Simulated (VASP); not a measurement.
Output of a VASP run:

File OSZICAR:
```
       N       E                     dE             d eps       ncg     rms          rms(c)
DAV:   1     0.108676709998E+03    0.10868E+03   -0.87243E+03  1576   0.141E+03
DAV:   2    -0.250168936117E+01   -0.11118E+03   -0.10953E+03  2028   0.607E+02
DAV:   3    -0.873113530671E+01   -0.62294E+01   -0.58746E+01  2405   0.106E+02
DAV:   4    -0.900322700187E+01   -0.27209E+00   -0.26630E+00  2505   0.153E+01
DAV:   5    -0.900887820360E+01   -0.56512E-02   -0.56717E-02  2441   0.270E+00    0.229E+01
DAV:   6    -0.900358048063E+01    0.52977E-02   -0.30968E-02  2432   0.222E+00    0.137E+01
DAV:   7    -0.900960537468E+01   -0.60249E-02   -0.54228E-02  2328   0.305E+00    0.300E-01
DAV:   8    -0.900928193810E+01    0.32344E-03   -0.33670E-03  2187   0.624E-01    0.565E-02
DAV:   9    -0.900930167054E+01   -0.19732E-04   -0.21628E-04  2472   0.169E-01    0.334E-02
DAV:  10    -0.900929530435E+01    0.63662E-05   -0.30910E-05  2446   0.588E-02    0.456E-02
DAV:  11    -0.900929597859E+01   -0.67424E-06   -0.24141E-06  1686   0.167E-02
   1 F= -.90092960E+01 E0= -.90107332E+01  d E =0.431168E-02
```

OUTCAR:
```
------------------------ aborting loop because EDIFF is reached ----------------------------------------
  FORCE on cell =-STRESS in cart. coord.  units (eV):
  Direction    XX          YY          ZZ          XY          YZ          ZX
  --------------------------------------------------------------------------------------
  Total       -0.7379638     -0.7379637     -1.1924219      0.0000000      0.0000000     -0.0000000
  in kB      -17.8612639    -17.8612598    -28.8607139      0.0000000      0.0000000     -0.0000000
  external PRESSURE =     -21.5277459 kB  Pullay stress =       0.0000000 kB
  volume of cell :       66.20
      direct lattice vectors                 reciprocal lattice vectors
     1.825800000 -3.162378000  0.000000000     0.273852558 -0.158108866  0.000000000
     1.825800000  3.162378000  0.000000000     0.273852558  0.158108866  0.000000000
     0.000000000  0.000000000  5.732400000     0.000000000  0.000000000  0.174447003
 POSITION                                       TOTAL-FORCE (eV/Angst)
 -----------------------------------------------------------------------------------
      1.82580      1.05413      1.43310         0.000000      0.000000      0.000000
      1.82580     -1.05413      4.29930        -0.000000     -0.000000      0.000000
 -----------------------------------------------------------------------------------
    total drift:                                0.000003      0.000095     -0.000011
  FREE ENERGIE OF THE ION-ELECTRON SYSTEM (eV)
  ---------------------------------------------------
  free  energy   TOTEN  =        -9.0092959786 eV

  energy  without entropy=       -9.0136076588  energy(sigma->0) =       -9.01073321
```
(Selected blocks of OUTCAR.)

File POSCAR:
```
Ho
1
    1.8258000000    -3.1623780000     0.0000000000
    1.8258000000     3.1623780000     0.0000000000
    0.0000000000     0.0000000000     5.7324000000
Ho
2
Direct
  0.3333330000   0.6666670000   0.2500000000
  0.6666670000   0.3333330000   0.7500000000
```

Task: Write an INCAR and KPOINTS that could have produced this output.

Result: This is not unique; one that fits is the input of the run itself, PBE GGA, plane waves, VASP's PBE PAW potentials (set 64).

File KPOINTS:
```
Automatic mesh
0
G
10 10 6
```

INCAR:
```
SYSTEM  =  Ho
PREC  =  Accurate; ENCUT  =  600; LREAL  =  F
LASPH  =  T
EDIFF  =  1E-6; NELM  =  100; ALGO  =  Normal
LMAXMIX  =  6
ISMEAR  =  1; SIGMA  =  0.1
GGA  =  PE
ISIF  =  2
LWAVE  =  F; LCHARG  =  F
```

POTCAR, in this order: Ho_3 (PBE.64 set). Program: vasp_std.

The 4f electrons are frozen in the core of the lanthanide potential, so 4f levels, which can set the real gap, and their magnetism are missing.

The compound is Ho in the hcp structure. The cell was not relaxed at this level. The run is one of a series of settings (ENCUT = 600 against the base run), some of them coarse on purpose.
